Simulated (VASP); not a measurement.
Given:

```yaml
crystal:
  lattice:
    - [0.00000, 2.22408, 2.22408]
    - [2.22408, 0.00000, 2.22408]
    - [2.22408, 2.22408, 0.00000]
  atoms:
    - { symbol: Nb, position: [0.00000, 0.00000, 0.00000] }
    - { symbol: C, position: [0.50000, 0.50000, 0.50000] }
```

Computed with PBEsol GGA, VASP's PBE PAW potentials (set 64) (plane waves; VASP 6.6.1). Numerical set-up: 600 eV cut-off, 14×14×14 Γ-centred mesh, first-order Methfessel-Paxton smearing of 0.10 eV, potentials Nb_sv C.

Estimate the energy per atom (σ→0), band gap (on the k-mesh) with the smallest direct gap where there is one.

```yaml
band gap (on the k-mesh): none (metal, semimetal or under 0.01 eV)
energy per atom (σ→0): -10.930 eV/atom
```

Total energies compare only between runs with the same potentials, cut-off and functional.

The compound is NbC in the rock salt structure. It was relaxed first. The electron count is odd and the run is not spin-polarised, which forces a metal.
